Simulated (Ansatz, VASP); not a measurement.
# ZrGe in two plane-wave programs, part 2 of 2

Aim: how closely do two programs agree when they are given the same cell, functional and k mesh? The cell is generated by rule, not measured, and may not be a known phase. The cell is taken from a series of runs on this material, whose earlier steps may have relaxed, scaled, displaced or heated it; both programs get it as it stands. Other levels of theory on this material are compared in a session of their own.

VASP 6.6.1 and Ansatz 0.2.0.

So far: The structure; VASP: zone-centre phonons, LDA.

The structure was built from a prototype and need not be the compound's stable phase.

## Step 3: Ansatz: zone-centre phonons, LDA

Level of this step: Ansatz beside VASP: Kohn-Sham DFT, plane waves, LDA (Ansatz).

Ansatz runs on its default PAW (the set named soft_2) files.

The same cell, functional (in two slightly different forms), mesh and smearing now go to Ansatz, which takes its cutoff from its data sets.

File input.yaml:

```yaml
crystal:
  lattice:
    - [0.0, 2.9992550633, 2.9992550633]
    - [2.9992550633, 0.0, 2.9992550633]
    - [2.9992550633, 2.9992550633, 0.0]
  atoms:
    - { symbol: Zr, position: [0.0, 0.0, 0.0] }
    - { symbol: Ge, position: [0.25, 0.25, 0.25] }
kpoints:
  mp_grid: { grid: [12, 12, 12] }
hamiltonian:
  xc: lda
scf:
  occupations: { method: gaussian, width: 0.1 }
output:
  eigenvalues: true
phonons:
  method: dfpt
```

The run is started by

```sh
$ ansatz run input.yaml --threads 4 --pin off --max-ram 7168MiB --backend cpu --events-out ev --progress --plain --runs-dir out
```

Numbers of over 12 decimals in the logs are rounded to 6 here.

Log:

```text
zone centre: on kpoints.mp_grid the ground state, and the responses unless they are solved on pairs of k-points, stand on 163 of the mesh's 1728 k-points, reduced under 8 symmetry operations, with k and −k counted as one. Each operation leaves every solved displacement unchanged or reverses it
Engine: ansatz 0.2.0, aarch64-unknown-linux-gnu
Pseudopotentials: kind: paw
Pseudopotential: Zr, paw, valence charge 12, recommended cutoff 420 eV (normal), Zr.paw.azcp
Pseudopotential: Ge, paw, valence charge 14, recommended cutoff 420 eV (normal), Ge.paw.azcp
Functional definition: SPW92
  exchange = slater_x
  correlation = pw_c
Crystal: 2 atoms, lattice volume = 53.960 Å³
Basis set: ecut = 420 eV, 1067 PW (Γ), exchange–correlation on 60×60×60 points (8 copies of the dense FFT grid, shifted against one another)
Bands: 17, of which v1, the nominal top of the filled ones, is band 13 counted from 1 (12 counted from 0)
Symmetry: 24 space group operations
k-points: 163 of 1728 (irreducible under 8 space group operations, time reversal used)
Non-local potential: Zr, projectors of the file, l = 0: 3, l = 1: 2, l = 2: 2, l = 3: 2
Non-local potential: Ge, projectors of the file, l = 0: 2, l = 1: 2, l = 2: 3, l = 3: 1
PAW form: soft (Blöchl's): semilocal exchange-correlation on the pseudo side does not see the compensation charge
PAW frozen core: Zr, regenerated for the run's functional, and the local potential with it (the file was generated under x = pbe(κ = 0.804, μ = 0.219515), c = pbe(β = 0.066725))
PAW frozen core: Ge, regenerated for the run's functional, and the local potential with it (the file was generated under x = pbe(κ = 0.804, μ = 0.219515), c = pbe(β = 0.066725))
PAW one-centre angular grid: Zr, 590 points (default); XC on 64 Gauss nodes
PAW one-centre angular grid: Ge, 590 points (default); XC on 64 Gauss nodes
Initial density: superposition of atomic densities (neutral atoms: chi_scale 0, normalization atom), corrected by the library's trained network
Initial wavefunctions: pseudopotential atomic-orbital guess
Functional: x = slater, c = lda
SCF iter   1: F=—  HF=-8292.610407 eV  |F-HF|=—  |Δ(HF+E_count)|=         —  Δρ=7.07e-3  dr2=2.72e-2  ethr=1.77e-3  ⟨swp⟩=5.0  Hψ=12152  notcnv=0
preconditioner: auto → Kerker (q_TF=auto, 2.416 Å⁻¹)  [metal: Δε(μ)=0.078 eV  Ē_g=5.395 eV  σ=0.100 eV  W_gap=0.41  n_scr=14 (ndim 8)  ℏωp=14.3 eV  f_vac=0.001  D(μ)=0.51/eV (n_scr^D=0)]
SCF iter   2: F=—  HF=-8292.605030 eV  |F-HF|=—  |Δ(HF+E_count)|=   5.38e-3  Δρ=3.48e-3  dr2=7.00e-3  ethr=1.04e-4  ⟨swp⟩=1.0  Hψ=4075  notcnv=0
SCF iter   3: F=—  HF=-8292.603445 eV  |F-HF|=—  |Δ(HF+E_count)|=   1.58e-3  Δρ=7.00e-4  dr2=4.36e-4  ethr=2.69e-5  ⟨swp⟩=2.0  Hψ=3394  notcnv=0
SCF iter   4: F=—  HF=-8292.603418 eV  |F-HF|=—  |Δ(HF+E_count)|=   2.76e-5  Δρ=3.75e-4  dr2=1.11e-4  ethr=1.68e-6  ⟨swp⟩=2.1  Hψ=4261  notcnv=0
SCF iter   5: F=—  HF=-8292.603367 eV  |F-HF|=—  |Δ(HF+E_count)|=   5.04e-5  Δρ=1.56e-4  dr2=2.06e-5  ethr=4.28e-7  ⟨swp⟩=2.0  Hψ=4227  notcnv=0
SCF iter   6: F=—  HF=-8292.603367 eV  |F-HF|=—  |Δ(HF+E_count)|=   7.24e-7  Δρ=4.10e-5  dr2=1.41e-6  ethr=7.92e-8  ⟨swp⟩=1.0  Hψ=2771  notcnv=0
SCF iter   7: F=—  HF=-8292.603367 eV  |F-HF|=—  |Δ(HF+E_count)|=   6.70e-9  Δρ=8.29e-6  dr2=6.31e-8  ethr=5.41e-9  ⟨swp⟩=2.7  Hψ=4368  notcnv=0
SCF iter   8: F=—  HF=-8292.603367 eV  |F-HF|=—  |Δ(HF+E_count)|=   6.93e-9  Δρ=2.77e-6  dr2=6.40e-9  ethr=2.43e-10  ⟨swp⟩=1.7  Hψ=3416  notcnv=0
SCF iter   9: F=—  HF=-8292.603367 eV  |F-HF|=—  |Δ(HF+E_count)|=   1.29e-9  Δρ=7.07e-7  dr2=3.50e-10  ethr=2.46e-11  ⟨swp⟩=2.1  Hψ=3446  notcnv=0
SCF iter  10: F=-8292.603367 eV  HF=-8292.603367 eV  |F-HF|=0.00e0  |Δ(HF+E_count)|=  6.91e-11  Δρ=1.32e-7  dr2=7.35e-12  ethr=1.00e-12  ⟨swp⟩=4.0  Hψ=12950  notcnv=0
SCF 1 converged in 10 iterations: F = -8292.603367 eV  dr2 = 7.35e-12
  greatest PAW one-centre occupation: 0.998 electrons in one spin orbital (limit 2), on the Ge atom at site 1 (counted from 0), in its partial waves of l = 2
DFPT response loops at Γ: preconditioner auto → Kerker (q_TF=auto, 2.416 Å⁻¹) (partly filled bands, converged f_vac=0.000); β = 1.00, the filter's whole step (`scf.mixing.beta` (0.50) is not read by the response loops under this deck's `scf.mixing.preconditioner`; to damp them name `kerker` or `kerker_dos`, under which they read `scf.mixing.beta`, and type it under 1.00, their step now; both keys bind the ground state too); Broyden in place of MSR1
SCF converged after 10 iterations
Free energy (F): -8292.603367 eV
Harris-Foulkes:  -8292.603367 eV  (|F-HF|=0.00e0)
Internal energy: -8292.599910 eV  (E = F + TS)
E sigma→0 (E₀):  -8292.601638 eV
Entropy (-TS):   -0.003457 eV (-1.728 meV/atom)
Fermi energy:    8.192380 eV
--- Per-component energies (eV) ---
  E_band       = -303.025678
  E_kinetic    = 445.180726
  E_local      = -3453.438120  (includes V_loc(G=0)·N_el)
  E_nonlocal   = 505.902186
  E_hartree    = 1426.773319
  E_xc         = -235.228956
  E_vxc        = -255.049108  (∫ρ·V_xc dr)
  E_paw        = -4789.612937  (= ΣΔE_a)
  E_vpaw       = -399.168466  (= ΣTr[D̂ρ^β])
  E_aug_tail   = 0.000350  (compensation charges beyond the density's cutoff)
  E_ewald      = -2194.455205
  E_core_change = 2.278727  (= ΣΔE_core)
  E_smearing   = -0.003457  (= −TS)
  E_closure    = 0.000000  (closes the sum)
  Σ components = -8292.603367   (vs F -8292.603367, Δ=0.00e0)
--- Band table (eV; the first three rows and the last of 163) ---
  k-point 0: bands = [... 9 lower, -0.5330, 6.6655, 6.6655, 6.6655, 9.5710, 9.5710, 11.7257, 15.3169]
  k-point 1: bands = [... 9 lower, -0.4668, 6.5435, 6.7035, 6.7035, 9.5370, 9.5370, 11.9709, 14.9065]
  k-point 2: bands = [... 9 lower, -0.2810, 6.2650, 6.8016, 6.8016, 9.4773, 9.4773, 12.5047, 13.9938]
  k-point 162: bands = [... 9 lower, 0.9540, 6.0582, 6.6746, 8.1013, 8.2601, 9.7451, 10.3684, 11.2006]
--- Phonons (Γ-DFPT): 2 representative perturbations + reference, on 163 of 1728 k-points (Σ response iterations 6) ---
  k mesh reduced under 8 symmetry operations, with k and −k counted as one. Each operation leaves every solved displacement unchanged or reverses it
  ASR residual: 5.866e-5 → 0.000e0 eV/Å²; symmetrization residual: 8.859e-6 eV/Å²
  ASR residual per site (eV/Å²): 5.87e-5 2.27e-5
  Γ frequencies (cm⁻¹): 0.00 0.00 0.00 226.41 226.41 226.41
  non-analytic LO–TO correction: not included (Born effective charges unavailable; polar crystals: no LO–TO splitting at Γ)
```

In the SCF lines HF is the Harris–Foulkes energy and dr2 the Hartree energy of the density residual, in eV; the loop may stop once dr2 is under the threshold and the program's other checks hold. Hψ counts applications of the Hamiltonian.

## Step 4: Side by side

Known differences besides the potentials themselves: the two LDA forms differ slightly; the cutoff is 420 eV in Ansatz and 500 eV in VASP; VASP's log shows a relativistic correction to its local exchange, Ansatz's none. Total energies have different zeros and are not compared.

Compared:

| quantity | Ansatz | VASP | difference |
| --- | --- | --- | --- |
| optical mode 1 to 3 (cm⁻¹) | 226.4 | 228.4 | -0.89 % |

Modes are paired by rising frequency, not by their patterns, so a pair may set unlike modes beside each other; they are those without the splitting of longitudinal modes.

## Step 5: Summary of results

```yaml
r_m_s_difference_of_the_optical_zone_centre_modes_each_program_s_sorted_by_frequency_zone_centre_phonons_lda: 2.0 cm⁻¹
difference_in_optical_mode_1_to_3_zone_centre_phonons_lda: -0.9 %
```

What this shows: The r.m.s. difference of the optical zone-centre modes, each program's sorted by frequency is 2.0 cm⁻¹ (zone-centre phonons, LDA). Among the rows given in per cent, the largest difference of the zone-centre phonons, LDA pair is in optical mode 1 to 3, -0.9 %. 4 further runs of this series are not shown here. Such differences can come from data sets, numerical settings and the points named under the comparisons, not from the functional's error against experiment.

[Lines on the potential files, build, host, timing and source positions are cut from VASP's logs without a mark.]

[Logs are printed without paths, hosts, clocks, repeated set-up lines and the standing remarks that a program may print on its own settings, such as how far it seeks lower states.]

[Hosts, paths, dates, database ids (printed as entryN), source tags and the programs' standing remarks are cut or masked in the printed files.]
